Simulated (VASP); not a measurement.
# HgOs (Pm-3m) in VASP: a series of runs, part 2 of 2

VASP 6.6.1.

### Step 3. Relaxation of cell and atoms, r2SCAN, target pressure 20 GPa, at which the enthalpy is minimised

This run uses another cell than the first one, of 20.27 Å³/atom, 1.312 times its volume.

Contents of POSCAR:

```
HgOs
1.0
    3.4352441300      0.0000000000      0.0000000000
    0.0000000000      3.4352441300      0.0000000000
    0.0000000000      0.0000000000      3.4352441300
Os Hg
1 1
Direct
    0.5000000000      0.5000000000      0.5000000000
    0.0000000000      0.0000000000      0.0000000000
```

Contents of INCAR.step1:

```
SYSTEM = HgOs
  PREC = Accurate
  ENCUT = 600
  ISMEAR = 1
  SIGMA = 0.0815
  LREAL = .False.
  LASPH = .True.
  NELM = 100
  GGA = PE
  ALGO = Normal
  EDIFF = 1E-4
  LWAVE = .True.
  LCHARG = .False.
```

Contents of INCAR.step2:

```
SYSTEM = HgOs
  PREC = Accurate
  ENCUT = 600
  EDIFF = 1E-7
  ISMEAR = 1
  SIGMA = 0.0815
  LREAL = .False.
  LASPH = .True.
  NELM = 100
  ALGO = Normal
  ISIF = 3
  LWAVE = .False.
  LCHARG = .False.
  METAGGA = R2SCAN
  LMIXTAU = .True.
  IBRION = 2
  NSW = 100
  EDIFFG = -0.03
  PSTRESS = 200.0
  ISTART = 1
```

Contents of KPOINTS:

```
Automatic mesh
0
Gamma
  10 10 10
  0 0 0
```

Potentials or basis: VASP PAW PBE potentials, release 64 (Os, Hg).

Command:

```console
$ cat potpaw_PBE.64/Os/POTCAR potpaw_PBE.64/Hg/POTCAR > POTCAR
$ cp INCAR.step1 INCAR
$ mpirun -np 1 vasp_std > vasp.out
$ cp INCAR.step2 INCAR
$ mpirun -np 1 vasp_std > vasp.out
```

OUTCAR:

```text
SYSTEM = HgOs
   PREC = Accurate
   ENCUT = 600
   EDIFF = 1E-7
   ISMEAR = 1
   LREAL = .False.
   LASPH = .True.
   NELM = 100
   ISIF = 3
   METAGGA = R2SCAN
   IBRION = 2
   NSW = 100
   EDIFFG = -0.03
   PSTRESS = 200.0
   ISTART = 1

 ion  position               nearest neighbor table
   1  0.500  0.500  0.500-   2 2.98   2 2.98   2 2.98   2 2.98   2 2.98   2 2.98   2 2.98   2 2.98

   2  0.000  0.000  0.000-   1 2.98   1 2.98   1 2.98   1 2.98   1 2.98   1 2.98   1 2.98   1 2.98

  LATTYP: Found a simple cubic cell.
 ALAT       =     3.4352441300

  Lattice vectors:

 A1 = (   3.4352441300,   0.0000000000,   0.0000000000)
 A2 = (   0.0000000000,   3.4352441300,   0.0000000000)
 A3 = (   0.0000000000,   0.0000000000,   3.4352441300)

Analysis of symmetry for initial positions (statically):
=====================================================================
 Subroutine PRICEL returns:
 Original cell was already a primitive cell.

 Routine SETGRP: Setting up the symmetry group for a
 simple cubic supercell.

 Subroutine GETGRP returns: Found 48 space group operations
 (whereof 48 operations were pure point group operations)
 out of a pool of 48 trial point group operations.

The static configuration has the point symmetry O_h .

Analysis of symmetry for dynamics (positions and initial velocities):
=====================================================================
 Subroutine PRICEL returns:
 Original cell was already a primitive cell.

 Routine SETGRP: Setting up the symmetry group for a
 simple cubic supercell.

 Subroutine GETGRP returns: Found 48 space group operations
 (whereof 48 operations were pure point group operations)
 out of a pool of 48 trial point group operations.

The dynamic configuration has the point symmetry O_h .

 Subroutine INISYM returns: Found 48 space group operations
 (whereof 48 operations are pure point group operations),
 and found     1 'primitive' translations
[... 95 lines left out ...]
   EDIFF  = 0.1E-06   stopping-criterion for ELM
   LREAL  =      F    real-space projection
   EDIFFG = -.3E-01   stopping-criterion for IOM
   NSW    =    100    number of steps for IOM
   IBRION =      2    ionic relax: 0-MD 1-quasi-New 2-CG
   NFREE  =      1    steps in history (QN), initial steepest desc. (CG)
   ISIF   =      3    stress and relaxation
   ISYM   =      2    0-nonsym 1-usesym 2-fastsym
   POTIM  = 0.5000    time-step for ionic-motion
   TEBEG  =    0.0;   TEEND  =   0.0 temperature during run
   PSTRESS=  200.0 pullay stress
   NELECT =      20.0000    total number of electrons
   NUPDOWN=      -1.0000    fix difference up-down
   EMIN   =  10.00;   EMAX   =-10.00  energy-range for DOS
   EFERMI =   0.00;   METHOD = LEGACY
   ISMEAR =     1;   SIGMA  =   0.08  broadening in eV -4-tet -1-fermi 0-gaus
   EFERMI_NEDOS =   21; number of points for ismear=-14 and -15
   IALGO  =     38    algorithm
   IMIX   =      4    mixing-type and parameters
     AMIX     =   0.40;   BMIX     =  1.00
     AMIX_MAG =   1.60;   BMIX_MAG =  1.00
  volume/ion in A,a.u.               =      20.27       136.79
  Fermi-wavevector in a.u.,A,eV,Ry     =   1.293582  2.444515 22.767361  1.673354
  Thomas-Fermi vector in A             =   2.425218
   LORBIT       =      0    0 simple, 1 ext, 2 COOP (PROOUT), +10 PAW based schemes
   METAGGA = R2SCAN    functional components
   LHFCALC =     F    Hartree Fock is set to
   AEXX    =    0.0000 exact exchange contribution
   IVDW    =     0    specifies the selected vdW correction
   LEPSILON=     F    determine dielectric tensor
   LRPA    =     F    only Hartree local field effects (RPA)
 conjugate gradient relaxation of ions
 non-spin polarized calculation
 Methfessel and Paxton  Order N= 1 SIGMA  =   0.08
  energy-cutoff  :      600.00
  volume of cell :       40.54
 maximum number of plane-waves:      1379
 NGX is ok and might be reduce to    28
   NGX = 13   NGY = 13   NGZ = 13

--------------------------------------- Ionic step        1  -------------------------------------------

 number of electron      19.9999997 magnetization

 Free energy of the ion-electron system (eV)
  ---------------------------------------------------
  ext. energy  EPLUGINS =         0.00000000
  ---------------------------------------------------
  free energy    TOTEN  =       -99.07162535 eV

  energy without entropy =      -99.06722336  energy(sigma->0) =      -99.07015802

------------------------ aborting loop because EDIFF is reached ----------------------------------------

  FORCE on cell =-STRESS in cart. coord.  units (eV):
  Direction    XX          YY          ZZ          XY          YZ          ZX
  --------------------------------------------------------------------------------------
  -------------------------------------------------------------------------------------
  Total       -5.8781312     -5.8781312     -5.8781312      0.0000000     -0.0000000      0.0000000
  in kB     -232.3148880   -232.3148880   -232.3148880      0.0000000     -0.0000000      0.0000000
  external PRESSURE =    -432.3148880 kB  Pullay stress =     200.0000000 kB
[... 1049 lines left out ...]
--------------------------------------- Ionic step        7  -------------------------------------------

 number of electron      19.9999999 magnetization

 Free energy of the ion-electron system (eV)
  ---------------------------------------------------
  ext. energy  EPLUGINS =         0.00000000
  ---------------------------------------------------
  free energy    TOTEN  =       -99.53415153 eV

  energy without entropy =      -99.53382525  energy(sigma->0) =      -99.53404277

 E-fermi :   6.8508     XC(G=0): -14.4814

 val. band max:        6.8443819945   @ k =   0.3000   0.1000   0.1000
 cond. band min:       6.8584830618   @ k =   0.3000   0.0000   0.0000
 fundamental gap:      0.0141010673
 Fermi energy:         6.8507863490
[... 441 lines left out ...]
  energy  without entropy=      -99.5338252484  energy(sigma->0) =      -99.53404277

  enthalpy is  TOTEN    =       -95.6287860349 eV   P V=        3.9053654957

 reached required accuracy - stopping structural energy minimisation
```

Run time: 6 min. Hardware: 1 thread of Intel Xeon 6975P-C (Granite Rapids), shared host; peak memory 0.21 GiB.

What came out:

```yaml
Free_energy: -99.5342 eV
Relaxed_volume: 15.64 Å³/atom
Relaxed_cell: a = 3.151 Å, b = 3.151 Å, c = 3.151 Å, α = 90.00°, β = 90.00°, γ = 90.00°
Space_group_after_relaxing_to_0.05_Å: Pm-3m (No. 221)
Energy_change_on_relaxing_the_enthalpy_is_what_falls: -231.3 meV/atom
Ionic_steps: 7
Pressure_after_relaxing: 19.8 GPa
Band_gap_on_the_k_mesh: none (metal or under the smearing width)
```

The path:
| step | energy change (eV) | largest force (eV/Å) | pressure (GPa) | volume (Å³) |
| --- | --- | --- | --- | --- |
| 1 | 0.0000 | 0.0000 | -23.23 | 40.54 |
| 2 | 27.0573 | 0.0000 | 1035.94 | 16.17 |
| 3 | -0.3827 | 0.0000 | -16.70 | 37.52 |
| 4 | -0.5538 | 0.0000 | -8.98 | 35.43 |
| 5 | -0.2630 | 0.0000 | 33.52 | 30.07 |
| 6 | -0.4916 | 0.0000 | 17.38 | 31.54 |
| 7 | -0.4625 | 0.0000 | 19.84 | 31.29 |

Final structure:
```xyz
2
Lattice="3.1510 0.0000 0.0000 0.0000 3.1510 0.0000 0.0000 0.0000 3.1510" Properties=species:S:1:pos:R:3 pbc="T T T"
Os    1.5755    1.5755    1.5755
Hg    0.0000    0.0000    0.0000
```

Caveat: the cell is relaxed towards a set pressure, so the enthalpy falls and the energy may rise; the volume moved by over 15 % at a fixed basis, so the end points are rough; the PAW data sets were made with another functional, which shifts forces and pressure a little. Spin-orbit coupling is left out, which matters for the levels of Hg, Os.
